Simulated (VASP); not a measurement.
# ClSnIH2 in VASP: reference runs

How does ClSnIH2 come out in PBE? The cell is run as given.

All numbers are computed with VASP 6.6.1; they aren't measurements. Logs are shortened: lines on timing, memory, paths and dates and some standing lists are left out, and cuts for length are marked.

### 1 The molecule as given

The cell holds a molecule in a box, 5 atoms: a = 13.000 Å, b = 12.000 Å, c = 13.000 Å, α = 90.00°, β = 90.00°, γ = 90.00°.

### 2 Single point, PBE

Input file INCAR:

```
SYSTEM = SnH2ICl
ALGO = Normal
EDIFF = 1E-7
ENCUT = 520
GGA = PE
ISIF = 2
ISMEAR = 0
LASPH = .TRUE.
LCHARG = .FALSE.
LREAL = .FALSE.
LWAVE = .FALSE.
NBANDS = 23
NELM = 80
PREC = Accurate
SIGMA = 0.01
```

Input file KPOINTS:

```
k-points
0
G
  1 1 1
  0 0 0
```

Input file POSCAR:

```
SnH2ICl
1.0
   13.0000000000      0.0000000000      0.0000000000
    0.0000000000     12.0000000000      0.0000000000
    0.0000000000      0.0000000000     13.0000000000
Cl Sn I H
1 1 1 2
Direct
    0.3671038500      0.5631375000      0.5299500000
    0.5225038500      0.4999041700      0.4638423100
    0.6348961500      0.4257458300      0.6210269200
    0.4947730800      0.3918791700      0.3842038500
    0.5820038500      0.6116208300      0.4101653800
```

Potentials or basis: VASP PAW PBE potentials, release 64 (Cl, Sn_d, I, H).

Run with:

```
$ cat potpaw_PBE.64/Cl/POTCAR potpaw_PBE.64/Sn_d/POTCAR potpaw_PBE.64/I/POTCAR potpaw_PBE.64/H/POTCAR > POTCAR
$ mpirun -np 1 vasp_gam > vasp.out
```

OUTCAR:

```text
SYSTEM = SnH2ICl
   EDIFF = 1E-7
   ENCUT = 520
   GGA = PE
   ISIF = 2
   ISMEAR = 0
   LASPH = .TRUE.
   LREAL = .FALSE.
   NELM = 80
   PREC = Accurate

 ion  position               nearest neighbor table
   1  0.367  0.563  0.530-   2 2.32
   2  0.523  0.500  0.464-   4 1.70   5 1.70   1 2.32   3 2.66
   3  0.635  0.426  0.621-   2 2.66
   4  0.495  0.392  0.384-   2 1.70
   5  0.582  0.612  0.410-   2 1.70

  LATTYP: Found a simple tetragonal cell.
 ALAT       =    13.0000000000
 C/A-ratio  =     0.9230769231

  Lattice vectors:

 A1 = ( -13.0000000000,   0.0000000000,   0.0000000000)
 A2 = (   0.0000000000,   0.0000000000,  13.0000000000)
 A3 = (   0.0000000000,  12.0000000000,   0.0000000000)

Analysis of symmetry for initial positions (statically):
=====================================================================
 Subroutine PRICEL returns:
 Original cell was already a primitive cell.

 Routine SETGRP: Setting up the symmetry group for a
 simple tetragonal supercell.

 Subroutine GETGRP returns: Found  1 space group operations
 (whereof  1 operations were pure point group operations)
 out of a pool of 16 trial point group operations.

The static configuration has the point symmetry C_1 .

Analysis of symmetry for dynamics (positions and initial velocities):
=====================================================================
 Subroutine PRICEL returns:
 Original cell was already a primitive cell.

 Routine SETGRP: Setting up the symmetry group for a
 simple tetragonal supercell.

 Subroutine GETGRP returns: Found  1 space group operations
 (whereof  1 operations were pure point group operations)
 out of a pool of 16 trial point group operations.

The dynamic configuration has the point symmetry C_1 .

 Subroutine INISYM returns: Found  1 space group operations
 (whereof  1 operations are pure point group operations),
 and found     1 'primitive' translations

----------------------------------------------------------------------------------------

                                     Primitive cell

  volume of cell :    2028.0000

  direct lattice vectors                    reciprocal lattice vectors
    13.000000000  0.000000000  0.000000000     0.076923077  0.000000000  0.000000000
     0.000000000 12.000000000  0.000000000     0.000000000  0.083333333  0.000000000
     0.000000000  0.000000000 13.000000000     0.000000000  0.000000000  0.076923077

  length of vectors
    13.000000000 12.000000000 13.000000000     0.076923077  0.083333333  0.076923077

  position of ions in fractional coordinates (direct lattice)
     0.367103850  0.563137500  0.529950000
     0.522503850  0.499904170  0.463842310
     0.634896150  0.425745830  0.621026920
     0.494773080  0.391879170  0.384203850
     0.582003850  0.611620830  0.410165380

  ion indices of the primitive-cell ions
   primitive index   ion index
                 1           1
                 2           2
                 3           3
                 4           4
                 5           5

----------------------------------------------------------------------------------------

 KPOINTS: k-points

Automatic generation of k-mesh.
 Grid dimensions read from file:
 generate k-points for:    1    1    1

 Generating k-lattice:

  Cartesian coordinates                     Fractional coordinates (reciprocal lattice)
     0.076923077  0.000000000  0.000000000     1.000000000  0.000000000  0.000000000
     0.000000000  0.083333333  0.000000000     0.000000000  1.000000000  0.000000000
     0.000000000  0.000000000  0.076923077     0.000000000  0.000000000  1.000000000

  Length of vectors
     0.076923077  0.083333333  0.076923077

  Shift w.r.t. Gamma in fractional coordinates (k-lattice)
     0.000000000  0.000000000  0.000000000

 Subroutine IBZKPT returns following result:
 ===========================================

 Found      1 irreducible k-points:

 Following reciprocal coordinates:
            Coordinates               Weight
  0.000000  0.000000  0.000000      1.000000
   k-points           NKPTS =      1   k-points in BZ     NKDIM =      1   number of bands    NBANDS=     23
   number of dos      NEDOS =    301   number of ions     NIONS =      5
   total plane-waves  NPLWV = 864360
   dimension x,y,z NGX =    98 NGY =   90 NGZ =   98
   dimension x,y,z NGXF=   196 NGYF=  180 NGZF=  196
   ions per type =               1   1   1   2
   NGX,Y,Z   is equivalent  to a cutoff of  12.53, 12.47, 12.53 a.u.
   NGXF,Y,Z  is equivalent  to a cutoff of  25.06, 24.94, 25.06 a.u.
 SYSTEM =  SnH2ICl
   PREC   = accura    normal or accurate (medium, high low for compatibility)
   ISTART =      0    job   : 0-new  1-cont  2-samecut
   ICHARG =      2    charge: 1-file 2-atom 10-const
   ISPIN  =      1    spin polarized calculation?
   LNONCOLLINEAR =      F non collinear calculations
   LSORBIT =      F    spin-orbit coupling
   LASPH  =      T    aspherical Exc in radial PAW
   ENCUT  =  520.0 eV  38.22 Ry    6.18 a.u.  24.17 22.31 24.17*2*pi/ulx,y,z
   NELM   =     80;   NELMIN=  2; NELMDL= -5     # of ELM steps
   EDIFF  = 0.1E-06   stopping-criterion for ELM
   LREAL  =      F    real-space projection
   EDIFFG = 0.1E-05   stopping-criterion for IOM
   NSW    =      0    number of steps for IOM
   IBRION =     -1    ionic relax: 0-MD 1-quasi-New 2-CG
   NFREE  =      0    steps in history (QN), initial steepest desc. (CG)
   ISIF   =      2    stress and relaxation
   ISYM   =      2    0-nonsym 1-usesym 2-fastsym
   POTIM  = 0.5000    time-step for ionic-motion
   TEBEG  =    0.0;   TEEND  =   0.0 temperature during run
   PSTRESS=    0.0 pullay stress
   NELECT =      30.0000    total number of electrons
   NUPDOWN=      -1.0000    fix difference up-down
   EMIN   =  10.00;   EMAX   =-10.00  energy-range for DOS
   EFERMI =   0.00;   METHOD = LEGACY
   ISMEAR =     0;   SIGMA  =   0.01  broadening in eV -4-tet -1-fermi 0-gaus
   EFERMI_NEDOS =   21; number of points for ismear=-14 and -15
   IALGO  =     38    algorithm
   IMIX   =      4    mixing-type and parameters
     AMIX     =   0.40;   BMIX     =  1.00
     AMIX_MAG =   1.60;   BMIX_MAG =  1.00
  volume/ion in A,a.u.               =     405.60      2737.12
  Fermi-wavevector in a.u.,A,eV,Ry     =   0.401876  0.759436  2.197405  0.161505
  Thomas-Fermi vector in A             =   1.351762
   LORBIT       =      0    0 simple, 1 ext, 2 COOP (PROOUT), +10 PAW based schemes
   GGA     = PE    functional components
   LHFCALC =     F    Hartree Fock is set to
   AEXX    =    0.0000 exact exchange contribution
   IVDW    =     0    specifies the selected vdW correction
   LEPSILON=     F    determine dielectric tensor
   LRPA    =     F    only Hartree local field effects (RPA)
 non-spin polarized calculation
 Gauss-broadening in eV      SIGMA  =   0.01
  energy-cutoff  :      520.00
  volume of cell :     2028.00
 maximum number of plane-waves:     27285
 NGX is ok and might be reduce to    98
   NGX = 49   NGY = 45   NGZ = 49

 number of electron      29.9999999 magnetization

 Free energy of the ion-electron system (eV)
  ---------------------------------------------------
  ext. energy  EPLUGINS =         0.00000000
  ---------------------------------------------------
  free energy    TOTEN  =       -14.95536042 eV

  energy without entropy =      -14.95536042  energy(sigma->0) =      -14.95536042

 E-fermi :  -6.2729     XC(G=0):  -0.9236

 val. band max:       -6.3256619729   @ k =   0.0000   0.0000   0.0000
 cond. band min:      -2.2449754535   @ k =   0.0000   0.0000   0.0000
 fundamental gap:      4.0806865194
 Fermi energy:        -6.2729385974

 k-point     1 :       0.0000    0.0000    0.0000
  band No.  band energies     occupation
      1     -26.6569      2.00000
      2     -26.5861      2.00000
      3     -26.5164      2.00000
      4     -26.4485      2.00000
      5     -26.4429      2.00000
      6     -19.7646      2.00000
      7     -17.0369      2.00000
      8     -12.7689      2.00000
      9      -8.8353      2.00000
     10      -8.7954      2.00000
     11      -8.2934      2.00000
     12      -7.2034      2.00000
     13      -7.1910      2.00000
     14      -6.3926      2.00000
     15      -6.3257      2.00000
     16      -2.2450      0.00000
     17      -1.2230      0.00000
     18      -0.6333      0.00000
     19      -0.0042      0.00000
     20       0.3271      0.00000
     21       0.7957      0.00000
     22       0.8937      0.00000
     23       0.9170      0.00000

------------------------ aborting loop because EDIFF is reached ----------------------------------------

  FORCE on cell =-STRESS in cart. coord.  units (eV):
  Direction    XX          YY          ZZ          XY          YZ          ZX
  --------------------------------------------------------------------------------------
  -------------------------------------------------------------------------------------
  Total        0.9902598      0.6008270      0.7579091     -0.2256186     -0.0674612      0.0768103
  in kB        0.7823332      0.4746703      0.5987696     -0.1782451     -0.0532962      0.0606823
  external PRESSURE =       0.6185911 kB  Pullay stress =       0.0000000 kB

 VOLUME and BASIS-vectors are now :
 -----------------------------------------------------------------------------
  energy-cutoff  :      520.00
  volume of cell :     2028.00
      direct lattice vectors                 reciprocal lattice vectors
    13.000000000  0.000000000  0.000000000     0.076923077  0.000000000  0.000000000
     0.000000000 12.000000000  0.000000000     0.000000000  0.083333333  0.000000000
     0.000000000  0.000000000 13.000000000     0.000000000  0.000000000  0.076923077

 POSITION                                       TOTAL-FORCE (eV/Angst)
 -----------------------------------------------------------------------------------
      4.77235      6.75765      6.88935        -0.334353      0.127801      0.127473
      6.79255      5.99885      6.02995         0.106109     -0.026031     -0.148642
      8.25365      5.10895      8.07335         0.185353     -0.111166      0.244891
      6.43205      4.70255      4.99465        -0.051480     -0.165143     -0.133868
      7.56605      7.33945      5.33215         0.094370      0.174539     -0.089854
 -----------------------------------------------------------------------------------
    total drift:                               -0.001063      0.000240      0.000099

  FREE ENERGIE OF THE ION-ELECTRON SYSTEM (eV)
  ---------------------------------------------------
  free  energy   TOTEN  =       -14.9553604197 eV

  energy  without entropy=      -14.9553604197  energy(sigma->0) =      -14.95536042
```

Run time: 2.2 min. Hardware: 1 thread of AMD EPYC 9R45 (Zen 5), shared host; peak memory 1.5 GiB.

Results:

```yaml
Free_energy: -14.9554 eV
Largest_force: 0.380 eV/Å
Gap_between_the_frontier_levels: 4.08 eV
```

Forces in eV/Å, atoms in the order of the input:
```
Cl  -0.334  0.128  0.127
Sn   0.106 -0.026 -0.149
I    0.185 -0.111  0.245
H   -0.051 -0.165 -0.134
H    0.094  0.175 -0.090
```

Caveat: spin-orbit coupling is left out, which moves the levels of the heavy elements.
